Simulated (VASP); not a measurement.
# CuGe23 (a cell with a defect) in VASP: notebook

Runs on CuGe23 (a cell with a defect). Level: PBEsol+U. Tasks: relaxation of the atoms, single point.

All numbers are computed with VASP 6.6.1; they aren't measurements. Logs are shortened: lines on timing, memory, paths and dates and some standing lists are left out, and cuts for length are marked.

**1. The structure**

The cell holds a defect, 24 atoms: a = 12.001 Å, b = 8.001 Å, c = 8.001 Å, α = 60.00°, β = 60.00°, γ = 60.00°.

**2. Relaxation of the atoms, PBEsol+U, collinear spin, ferromagnetic start (atoms moved at random, drawn with an rms of 0.05 Å)**

INCAR

```
  PREC = Accurate
  ENCUT = 350
  EDIFF = 1E-5
  ISMEAR = 0
  SIGMA = 0.03
  LREAL = Auto
  LASPH = True
  NELM = 120
  ALGO = Normal
  ISIF = 2
  LWAVE = False
  LCHARG = False
  ISPIN = 2
  MAGMOM = 3 0 0 0 0 0 0 0 0 0 0 0 0 0 0 0 0 0 0 0 0 0 0 0
  LORBIT = 11
  NUPDOWN = 3
  LMAXMIX = 4
  LDAU = True
  LDAUTYPE = 2
  LDAUL = 2 -1
  LDAUU = 5 0
  LDAUJ = 0 0
  LDAUPRINT = 1
  GGA = PS
  IBRION = 2
  NSW = 60
  EDIFFG = -0.03
  ISYM = 0
  KPAR = 2
```

KPOINTS

```
Automatic mesh
0
Gamma
  2 2 2
```

POSCAR

```
CuGe23
1.0
    0.0000000000      8.4863100000      8.4863100000
    5.6575400000      0.0000000000      5.6575400000
    5.6575400000      5.6575400000      0.0000000000
Cu Ge
1 23
Direct
   -0.0040660000      0.0045550000     -0.0071760000
   -0.0004080000      0.0040530000      0.4991910000
   -0.0018690000      0.5041390000     -0.0046620000
   -0.0038300000      0.4958470000      0.5029870000
    0.3362920000     -0.0100230000     -0.0003090000
    0.3316010000      0.0017690000      0.4981200000
    0.3336940000      0.4979430000     -0.0006170000
    0.3325810000      0.4954290000      0.5047620000
    0.6642700000     -0.0032430000      0.0051010000
    0.6662220000     -0.0100640000      0.5030700000
    0.6687160000      0.5042760000     -0.0000240000
    0.6654080000      0.4986440000      0.5085630000
    0.0840050000      0.1242480000      0.1254890000
    0.0812640000      0.1196070000      0.6256900000
    0.0821950000      0.6269350000      0.1242010000
    0.0848220000      0.6248110000      0.6243890000
    0.4144270000      0.1320840000      0.1243110000
    0.4133810000      0.1275170000      0.6235540000
    0.4172760000      0.6258180000      0.1276050000
    0.4178890000      0.6258210000      0.6319030000
    0.7527580000      0.1243250000      0.1221330000
    0.7495760000      0.1273830000      0.6164590000
    0.7476590000      0.6252130000      0.1261480000
    0.7503020000      0.6205190000      0.6239640000
```

Potentials or basis: VASP PAW PBE potentials, release 64 (Cu, Ge_d).

Launch:

```console
$ cat potpaw_PBE.64/Cu/POTCAR potpaw_PBE.64/Ge_d/POTCAR > POTCAR
$ mpirun -np 4 vasp_std > vasp.out
```

OUTCAR:

```text
PREC = Accurate
   ENCUT = 350
   EDIFF = 1E-5
   ISMEAR = 0
   LREAL = Auto
   LASPH = True
   NELM = 120
   ISIF = 2
   ISPIN = 2
   LORBIT = 11
   NUPDOWN = 3
   GGA = PS
   IBRION = 2
   NSW = 60
   EDIFFG = -0.03
   ISYM = 0

 ion  position               nearest neighbor table
   1  0.996  0.005  0.993-  21 2.38  14 2.40  15 2.47  13 2.51
   2  1.000  0.004  0.499-  14 2.38  13 2.44  22 2.45  16 2.48
   3  0.998  0.504  0.995-  16 2.42  23 2.45  15 2.47  13 2.48
   4  0.996  0.496  0.503-  24 2.41  14 2.46  15 2.48  16 2.50
   5  0.336  0.990  1.000-  19 2.38  18 2.46  13 2.47  17 2.51
   6  0.332  0.002  0.498-  18 2.44  17 2.44  14 2.45  20 2.46
[... 16 lines left out ...]
  23  0.748  0.625  0.126-  11 2.39   9 2.43   3 2.45  12 2.50
  24  0.750  0.621  0.624-  12 2.38   4 2.41  10 2.41  11 2.46

IMPORTANT INFORMATION: All symmetrisations will be switched off!
NOSYMM: (Re-)initialisation of all symmetry stuff for point group C_1.

----------------------------------------------------------------------------------------

                                     Primitive cell

  volume of cell :     543.2555

  direct lattice vectors                    reciprocal lattice vectors
     0.000000000  8.486310000  8.486310000    -0.058918423  0.058918423  0.058918423
     5.657540000  0.000000000  5.657540000     0.088377634 -0.088377634  0.088377634
     5.657540000  5.657540000  0.000000000     0.088377634  0.088377634 -0.088377634

  length of vectors
    12.001454697  8.000969798  8.000969798     0.102049702  0.153074553  0.153074553

  position of ions in fractional coordinates (direct lattice)
     0.995934000  0.004555000  0.992824000
     0.999592000  0.004053000  0.499191000
     0.998131000  0.504139000  0.995338000
     0.996170000  0.495847000  0.502987000
     0.336292000  0.989977000  0.999691000
     0.331601000  0.001769000  0.498120000
[... 16 lines left out ...]
     0.747659000  0.625213000  0.126148000
     0.750302000  0.620519000  0.623964000

  ion indices of the primitive-cell ions
   primitive index   ion index
                 1           1
                 2           2
                 3           3
                 4           4
                 5           5
                 6           6
[... 442 lines left out ...]
  o =  0.9156  v =  0.0000  0.0000  0.0000  0.0000  0.0000 -0.2068 -0.8809 -0.0055 -0.4256 -0.0081      0.0000  0.0000  0.0000  0.0000  0.0000  0.0000  0.0000  0.0000  0.0000  0.0000
  o =  0.9393  v = -0.6123 -0.6135  0.4571  0.0152 -0.1990  0.0000  0.0000  0.0000  0.0000  0.0000      0.0000  0.0000  0.0000  0.0000  0.0000  0.0000  0.0000  0.0000  0.0000  0.0000
  o =  0.9398  v = -0.2844  0.3649  0.3151  0.6429  0.5229  0.0000  0.0000  0.0000  0.0000  0.0000      0.0000  0.0000  0.0000  0.0000  0.0000  0.0000  0.0000  0.0000  0.0000  0.0000
  o =  0.9416  v =  0.1557  0.4478  0.4942  0.1522 -0.7127  0.0000  0.0000  0.0000  0.0000  0.0000      0.0000  0.0000  0.0000  0.0000  0.0000  0.0000  0.0000  0.0000  0.0000  0.0000
  o =  0.9419  v =  0.4118 -0.0601  0.6684 -0.4521  0.4191  0.0000  0.0000  0.0000  0.0000  0.0000      0.0000  0.0000  0.0000  0.0000  0.0000  0.0000  0.0000  0.0000  0.0000  0.0000
  o =  0.9426  v =  0.0000  0.0000  0.0000  0.0000  0.0000 -0.0119  0.0102 -0.8258  0.0061 -0.5636      0.0000  0.0000  0.0000  0.0000  0.0000  0.0000  0.0000  0.0000  0.0000  0.0000
  o =  0.9428  v =  0.0000  0.0000  0.0000  0.0000  0.0000  0.0162  0.0005  0.5635 -0.0004 -0.8260      0.0000  0.0000  0.0000  0.0000  0.0000  0.0000  0.0000  0.0000  0.0000  0.0000
  o =  0.9439  v = -0.5920  0.5351 -0.0292 -0.5991  0.0587  0.0000  0.0000  0.0000  0.0000  0.0000      0.0000  0.0000  0.0000  0.0000  0.0000  0.0000  0.0000  0.0000  0.0000  0.0000

--------------------------------------- Ionic step       15  -------------------------------------------

 number of electron     332.9999959 magnetization       3.0000000

 Free energy of the ion-electron system (eV)
  ---------------------------------------------------
  ext. energy  EPLUGINS =         0.00000000
  ---------------------------------------------------
  free energy    TOTEN  =      -112.83563897 eV

  energy without entropy =     -112.83239995  energy(sigma->0) =     -112.83401946

 E-fermi :   3.9629     XC(G=0): -10.1006

 val. band max:        4.9952111698   @ k =   0.5000   0.0000   0.0000
 cond. band min:       4.0146102085   @ k =   0.0000   0.5000   0.0000
 fundamental gap:     -0.9806009613
 Fermi energy:         5.0048632496

 spin component 1

 k-point     1 :       0.0000    0.0000    0.0000
  band No.  band energies     occupation
      1     -20.1115      1.00000
      2     -20.1065      1.00000
      3     -20.1060      1.00000
      4     -20.1019      1.00000
      5     -20.0992      1.00000
      6     -20.0948      1.00000
[... 1437 lines left out ...]
    177       6.8772      0.00000
    178       7.5089      0.00000
 Fermi energy:         3.9628585663

 spin component 2

 k-point     1 :       0.0000    0.0000    0.0000
  band No.  band energies     occupation
      1     -20.0981      1.00000
      2     -20.0908      1.00000
      3     -20.0901      1.00000
      4     -20.0849      1.00000
      5     -20.0833      1.00000
      6     -20.0796      1.00000
[... 1437 lines left out ...]
    177       6.9846      0.00000
    178       7.6066      0.00000
 [bands above 178 left out]

------------------------ aborting loop because EDIFF is reached ----------------------------------------

  FORCE on cell =-STRESS in cart. coord.  units (eV):
  Direction    XX          YY          ZZ          XY          YZ          ZX
  --------------------------------------------------------------------------------------
  -------------------------------------------------------------------------------------
  Total        1.6639585      1.5776481      1.5758197      0.2777435     -0.5706999      0.2046439
  in kB        4.9073714      4.6528235      4.6474311      0.8191252     -1.6831166      0.6035389
  external PRESSURE =       4.7358753 kB  Pullay stress =       0.0000000 kB
[... 39 lines left out ...]
  FREE ENERGIE OF THE ION-ELECTRON SYSTEM (eV)
  ---------------------------------------------------
  free  energy   TOTEN  =      -112.8356389742 eV

  energy  without entropy=     -112.8323999526  energy(sigma->0) =     -112.83401946

 reached required accuracy - stopping structural energy minimisation

 total charge

# of ion       s       p       d       tot
------------------------------------------
    1        0.489   0.389   9.308  10.185
    2        1.137   1.236  10.020  12.393
    3        1.137   1.235  10.020  12.393
    4        1.136   1.237  10.020  12.393
    5        1.134   1.238  10.020  12.391
    6        1.135   1.244  10.020  12.399
[... 16 lines left out ...]
   23        1.132   1.246  10.020  12.398
   24        1.135   1.243  10.019  12.397
--------------------------------------------------
tot         26.664  28.776 239.765 295.206

 magnetization (x)

# of ion       s       p       d       tot
------------------------------------------
    1        0.001   0.106   0.083   0.190
    2        0.010   0.048   0.005   0.063
    3        0.010   0.047   0.005   0.063
    4        0.008   0.047   0.005   0.060
    5        0.006   0.061   0.005   0.073
    6        0.015   0.042   0.006   0.063
[... 16 lines left out ...]
   23        0.012   0.038   0.004   0.054
   24        0.016   0.040   0.005   0.061
--------------------------------------------------
tot          0.298   1.417   0.202   1.916
```

CONTCAR:

```text
CuGe23
   1.00000000000000
     0.0000000000000000    8.4863099999999996    8.4863099999999996
     5.6575400000000000    0.0000000000000000    5.6575400000000000
     5.6575400000000000    5.6575400000000000    0.0000000000000000
  Cu              Ge
     1    23
Direct
     0.9997845806103637    0.0004641225729317    0.9981968130540594
     0.0006844431560808    0.0023887146969546    0.4953456694322084
     0.0011871055331935    0.4979780686574852    0.0017106155070032
     0.0016794340678711    0.4958068289107706    0.4964752163893178
     0.3289508089723974    0.0009779625105509    0.0028907142349665
     0.3284108972601560    0.0027256521864391    0.4999144740828792
[... 16 lines left out ...]
     0.7517430075268715    0.6248845362601951    0.1239434103808893
     0.7525298525793799    0.6223932459743343    0.6261697072997041

  0.00000000E+00  0.00000000E+00  0.00000000E+00
  0.00000000E+00  0.00000000E+00  0.00000000E+00
  0.00000000E+00  0.00000000E+00  0.00000000E+00
  0.00000000E+00  0.00000000E+00  0.00000000E+00
  0.00000000E+00  0.00000000E+00  0.00000000E+00
  0.00000000E+00  0.00000000E+00  0.00000000E+00
[... 16 lines left out ...]
  0.00000000E+00  0.00000000E+00  0.00000000E+00
  0.00000000E+00  0.00000000E+00  0.00000000E+00
```

Wall time 52 min (4 MPI ranks of Intel Xeon 6975P-C (Granite Rapids), shared host); peak memory 0.63 GiB.

What came out:

```
Free energy                                           : -112.8356 eV
Energy gained by relaxing                             : 17.9 meV/atom
Ionic steps                                           : 15
Largest force after relaxing                          : 0.019 eV/Å
Net moment                                            : 3.00 μB per cell
Site moments                                          : Cu +0.19; Ge +0.06, +0.07, +0.14, +0.04, +0.08, +0.16, +0.05 μB
Valence electrons inside the program's atomic spheres : Cu 10.19; Ge 12.39, 12.40, 12.37
```

Forces on the atoms (eV/Å):
```
Cu  -0.007  0.008  0.002
Ge   0.003  0.006 -0.008
Ge   0.002 -0.004 -0.005
Ge   0.002  0.001  0.000
Ge   0.007 -0.005  0.007
Ge  -0.002  0.004  0.000
Ge  -0.015  0.000 -0.003
Ge  -0.015 -0.009  0.000
Ge  -0.001  0.004 -0.008
Ge   0.016  0.006  0.008
Ge  -0.001 -0.010 -0.001
Ge  -0.004 -0.003  0.008
Ge   0.005  0.004 -0.007
Ge   0.005  0.005  0.005
Ge  -0.003  0.006  0.004
Ge  -0.001  0.004  0.002
Ge   0.003  0.009  0.000
Ge   0.003  0.004  0.001
Ge   0.002 -0.012  0.000
Ge  -0.009 -0.005 -0.004
Ge  -0.001  0.004 -0.003
Ge   0.009  0.004  0.000
Ge  -0.004 -0.013  0.001
Ge   0.005 -0.008  0.000
```

The path:
| step | energy change (eV) | largest force (eV/Å) | pressure (GPa) |
| --- | --- | --- | --- |
| 1 | 0.0000 | 0.9493 | 0.86 |
| 2 | -0.3096 | 0.5899 | 0.67 |
| 3 | -0.3424 | 0.4718 | 0.62 |
| 4 | -0.3970 | 0.2502 | 0.58 |
| 5 | -0.4147 | 0.1894 | 0.54 |
| 6 | -0.4153 | 0.1665 | 0.48 |
| 7 | -0.4153 | 0.1810 | 0.52 |
| 8 | -0.4241 | 0.0645 | 0.48 |
| 9 | -0.4252 | 0.0673 | 0.48 |
| 10 | -0.4252 | 0.0737 | 0.49 |
| 11 | -0.4275 | 0.0380 | 0.46 |
| 12 | -0.4280 | 0.0384 | 0.47 |
| 13 | -0.4280 | 0.0400 | 0.47 |
| 14 | -0.4281 | 0.0448 | 0.48 |
| 15 | -0.4289 | 0.0190 | 0.47 |

Final structure:
```
Cu Ge
1.0
     0.00000    8.48631    8.48631
     5.65754    0.00000    5.65754
     5.65754    5.65754    0.00000
Cu Ge
1 23
Direct
  0.99978 0.00046 0.99820
  0.00068 0.00239 0.49535
  0.00119 0.49798 0.00171
  0.00168 0.49581 0.49648
  0.32895 0.00098 0.00289
  0.32841 0.00273 0.49991
  0.32834 0.50120 0.00455
  0.33087 0.50010 0.50353
  0.66749 0.00112 0.00048
  0.66548 0.99934 0.49650
  0.66643 0.49618 0.00324
  0.66576 0.49830 0.50197
  0.07804 0.12123 0.11871
  0.07850 0.11896 0.63951
  0.07841 0.64158 0.11986
  0.08152 0.62545 0.62486
  0.41704 0.12516 0.12382
  0.41585 0.12241 0.62586
  0.41681 0.62384 0.12602
  0.41743 0.62550 0.62737
  0.75993 0.11934 0.11958
  0.75130 0.12028 0.62436
  0.75174 0.62488 0.12394
  0.75253 0.62239 0.62617
```

Eigenvalues of the final occupation matrices:
```
    site  spin  trace               eigenvalues
site 1 d     1   4.71  0.94 0.94 0.94 0.94 0.94
site 1 d     2   4.62  0.91 0.92 0.92 0.94 0.94
```

Caveat: the k mesh is coarse (spacing up to 0.48 Å⁻¹), so the values aren't converged; the cutoff is under 1.25 times the usual one of these potentials, so pressure, stress and relaxed cells hold a basis-set (Pulay) error; the PAW data sets were made with another functional, which shifts forces and pressure a little; the total moment is fixed, so each spin has its own Fermi level; the U is typed as a test and isn't derived for this compound.

[end of part 1 of 3]
